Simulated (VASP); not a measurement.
All values below come from PBEsol GGA, VASP's PBE PAW potentials (set 64) (plane waves; VASP).

A VASP calculation is set up with these files.

**INCAR**
```
GGA = PS
ISMEAR = 1
PREC = Accurate
LASPH = T   # aspherical one-centre terms
EDIFF = 1E-6
NSW = 60
SYSTEM = LaSi
IBRION = 2
LMAXMIX = 6
LCHARG = F
EDIFFG = -0.02
LWAVE = F
NELM = 100   # most electronic steps
LREAL = F
ISIF = 3
ENCUT = 400   # plane-wave cut-off (eV)
ALGO = Normal
SIGMA = 0.1   # width (eV)
```

POSCAR:
```
LaSi
1
    4.1425553600    -0.0000000000     0.0000000000
   -2.0712776800     3.5875580695    -0.0000000000
   -0.0000000000    -0.0000000000     7.7550813625
La Si
2 2
Direct
  1.0000000000   1.0000000000   0.0000000000
  1.0000000000   1.0000000000   0.5000000000
  0.3333330000   0.6666670000   0.2500000000
  0.6666670000   0.3333330000   0.7500000000
```

### KPOINTS
```
Automatic mesh
0
Gamma
8 8 4
0 0 0
```

POTCAR, in this order: La Si (PBE.64 set). Program: vasp_std.

**Question.** Estimate the energy per atom (σ→0), volume per atom, band gap (on the k-mesh).

**Answer.** 
```json
{
 "energy per atom (σ→0)": "-5.766 eV/atom",
 "band gap (on the k-mesh)": "none (metal, semimetal or under 0.01 eV)",
 "volume_per_atom": "28.72 Å³/atom"
}
```

OSZICAR:
```
...
       N       E                     dE             d eps       ncg     rms          rms(c)
DAV:   1    -0.230656817536E+02   -0.36222E-02   -0.19445E-01  1851   0.781E+00    0.247E-01
DAV:   2    -0.230634211596E+02    0.22606E-02   -0.78832E-03  1925   0.104E+00    0.125E-01
DAV:   3    -0.230627823429E+02    0.63882E-03   -0.34848E-03  2178   0.651E-01    0.314E-02
DAV:   4    -0.230627662767E+02    0.16066E-04   -0.26345E-04  2036   0.128E-01    0.166E-02
DAV:   5    -0.230627661425E+02    0.13418E-06   -0.22178E-05  2168   0.436E-02    0.908E-03
DAV:   6    -0.230627653929E+02    0.74962E-06   -0.52785E-06  1648   0.158E-02
   4 F= -.23062765E+02 E0= -.23062994E+02  d E =-.705060E-03
```

The structure was generated: LaSi was put into the NiAs type type (P6_3/mmc), which need not be its known phase. This run relaxes it. Symmetry was kept, so distortions that lower it aren't found. The start is the result of an earlier pass.
